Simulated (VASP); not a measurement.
Computed with PBE GGA + U (Dudarev), VASP's PBE PAW potentials (set 64) (plane waves; VASP).

Input for VASP

### INCAR
```
LDAUL = 2 -1
ENCUT = 400
EDIFF = 1E-6   # SCF stop (eV)
LWAVE = .FALSE.
LREAL = .FALSE.   # projection in real space or not
LMAXMIX = 4   # l cut-off of mixed one-centre charges
LASPH = .TRUE.
LDAU = .TRUE.
SIGMA = 0.05   # width (eV)
ISMEAR = 0   # Gaussian
GGA = PE
NELM = 100   # most electronic steps
LDAUTYPE = 2   # Dudarev
ALGO = Normal
LDAUPRINT = 1
PREC = Accurate
ISPIN = 2
SYSTEM = MnS
LDAUJ = 0 0
MAGMOM = 5.0 -5.0 2*0.0
ISIF = 2   # forces and stress, cell fixed
LCHARG = .FALSE.
LDAUU = 6.0 0
LORBIT = 10
```

KPOINTS:
```
Automatic mesh
0
Gamma
6 6 6
0 0 0
```

### POSCAR
```
MnS
1
    5.3244000000     2.6622000000     2.6622000000
    2.6622000000     5.3244000000     2.6622000000
    2.6622000000     2.6622000000     5.3244000000
Mn S
2 2
Direct
  0.0000000000   0.0000000000   0.0000000000
  0.5000000000   0.5000000000   0.5000000000
  0.2500000000   0.2500000000   0.2500000000
  0.7500000000   0.7500000000   0.7500000000
```

POTCAR, in this order: Mn_pv S (PBE.64 set). Program: vasp_std.

What VASP printed:

OUTCAR:
```
 ion  position               nearest neighbor table
   1  0.000  0.000  0.000-   4 2.66   4 2.66   4 2.66   3 2.66   3 2.66   3 2.66
   2  0.500  0.500  0.500-   3 2.66   3 2.66   3 2.66   4 2.66   4 2.66   4 2.66
   3  0.250  0.250  0.250-   1 2.66   1 2.66   1 2.66   2 2.66   2 2.66   2 2.66
   4  0.750  0.750  0.750-   2 2.66   2 2.66   2 2.66   1 2.66   1 2.66   1 2.66
  LATTYP: Found a trigonal (rhomboedric) cell.
 ALAT       =     6.5210315932
 COS(alpha) =     0.8333333333
 Subroutine PRICEL returns following result:
  LATTYP: Found a face centered cubic cell.
 ALAT       =     5.3244000000
 Subroutine GETGRP returns: Found 12 space group operations
The static configuration has the point symmetry D_3d.
The dynamic configuration has the point symmetry D_3d.
The overall configuration has the point symmetry D_3d.
 Subroutine INISYM returns: Found 12 space group operations
 Subroutine IBZKPT returns following result:
 Found     32 irreducible k-points:

 Following reciprocal coordinates:
            Coordinates               Weight
  0.000000  0.000000  0.000000      1.000000
  0.166667 -0.000000 -0.000000      6.000000
  0.333333 -0.000000 -0.000000      6.000000
  0.500000 -0.000000 -0.000000      3.000000
  0.166667  0.166667  0.000000      6.000000
  0.333333  0.166667  0.000000     12.000000
  0.500000  0.166667 -0.000000     12.000000
 -0.333333  0.166667  0.000000     12.000000
 -0.166667  0.166667  0.000000      6.000000
  0.333333  0.333333  0.000000      6.000000
  0.500000  0.333333 -0.000000     12.000000
 -0.333333  0.333333  0.000000      6.000000
  0.500000  0.500000 -0.000000      3.000000
  0.166667  0.166667  0.166667      2.000000
  0.333333  0.166667  0.166667      6.000000
  0.500000  0.166667  0.166667      6.000000
 -0.333333  0.166667  0.166667      6.000000
 -0.166667  0.166667  0.166667      6.000000
  0.333333  0.333333  0.166667      6.000000
...
```

OSZICAR:
```
       N       E                     dE             d eps       ncg     rms          rms(c)
DAV:   1     0.324637899602E+03    0.32464E+03   -0.18972E+04  3440   0.146E+03
DAV:   2     0.773790002812E+01   -0.31690E+03   -0.31360E+03  2987   0.418E+02
DAV:   3    -0.225296811011E+02   -0.30268E+02   -0.29780E+02  4032   0.118E+02
DAV:   4    -0.234092487590E+02   -0.87957E+00   -0.87874E+00  3582   0.205E+01
DAV:   5    -0.234231057017E+02   -0.13857E-01   -0.13854E-01  3684   0.323E+00    0.140E+01
DAV:   6    -0.237752734051E+02   -0.35217E+00   -0.15804E+01  2967   0.496E+01    0.143E+01
DAV:   7    -0.250363390015E+02   -0.12611E+01   -0.50770E+00  3583   0.152E+01    0.896E+00
DAV:   8    -0.250191746690E+02    0.17164E-01   -0.51784E-01  3588   0.630E+00    0.472E+00
DAV:   9    -0.251296380941E+02   -0.11046E+00   -0.95994E-02  3476   0.388E+00    0.788E-01
DAV:  10    -0.251531937863E+02   -0.23556E-01   -0.16845E-02  3749   0.221E+00    0.427E-01
DAV:  11    -0.251536292228E+02   -0.43544E-03   -0.37537E-03  3511   0.422E-01    0.269E-01
DAV:  12    -0.251537899632E+02   -0.16074E-03   -0.33290E-04  3915   0.147E-01    0.117E-01
DAV:  13    -0.251538168335E+02   -0.26870E-04   -0.88709E-05  3729   0.907E-02    0.299E-02
DAV:  14    -0.251538222063E+02   -0.53729E-05   -0.20722E-05  3727   0.373E-02    0.192E-02
DAV:  15    -0.251538221953E+02    0.11030E-07   -0.23558E-06  2958   0.134E-02
   1 F= -.25153822E+02 E0= -.25153822E+02  d E =-.147683E-11  mag=     0.0000
```

**OUTCAR**
```
------------------------ aborting loop because EDIFF is reached ----------------------------------------
  FORCE on cell =-STRESS in cart. coord.  units (eV):
  Direction    XX          YY          ZZ          XY          YZ          ZX
  --------------------------------------------------------------------------------------
  Total       -0.5549785     -0.5549785     -0.5549785     -0.0690770     -0.0690770     -0.0690770
  in kB      -11.7816113    -11.7816113    -11.7816113     -1.4664324     -1.4664324     -1.4664324
  external PRESSURE =     -11.7816113 kB  Pullay stress =       0.0000000 kB
  volume of cell :       75.47
      direct lattice vectors                 reciprocal lattice vectors
     5.324400000  2.662200000  2.662200000     0.281721884 -0.093907295 -0.093907295
     2.662200000  5.324400000  2.662200000    -0.093907295  0.281721884 -0.093907295
     2.662200000  2.662200000  5.324400000    -0.093907295 -0.093907295  0.281721884
 POSITION                                       TOTAL-FORCE (eV/Angst)
 -----------------------------------------------------------------------------------
      0.00000      0.00000      0.00000        -0.000000     -0.000000      0.000000
      5.32440      5.32440      5.32440         0.000000      0.000000     -0.000000
      2.66220      2.66220      2.66220         0.000000      0.000000     -0.000000
      7.98660      7.98660      7.98660        -0.000000     -0.000000      0.000000
 -----------------------------------------------------------------------------------
    total drift:                                0.000000     -0.000000     -0.000000
  FREE ENERGIE OF THE ION-ELECTRON SYSTEM (eV)
  ---------------------------------------------------
  free  energy   TOTEN  =       -25.1538221953 eV

  energy  without entropy=      -25.1538221953  energy(sigma->0) =      -25.15382220

 total charge

# of ion       s       p       d       tot
------------------------------------------
    1        0.206   6.149   4.880  11.235
    2        0.206   6.149   4.880  11.235
    3        1.320   2.446   0.000   3.766
    4        1.320   2.446   0.000   3.766
--------------------------------------------------
tot          3.052  17.190   9.760  30.003

 magnetization (x)

# of ion       s       p       d       tot
------------------------------------------
    1        0.029   0.022   4.577   4.629
    2       -0.029  -0.022  -4.577  -4.629
    3        0.000   0.000   0.000   0.000
    4        0.000   0.000   0.000   0.000
--------------------------------------------------
tot          0.000   0.000   0.000   0.000
```
(Selected blocks of OUTCAR.)

The compound is MnS in the rock salt, AFM-II order structure. The cell was not relaxed at this level. The run is one of a series of settings (LDAU = .TRUE., LDAUJ = 0 0, LDAUL = 2 -1, LDAUTYPE = 2, LDAUU = 6.0 0 against the base run), some of them coarse on purpose.
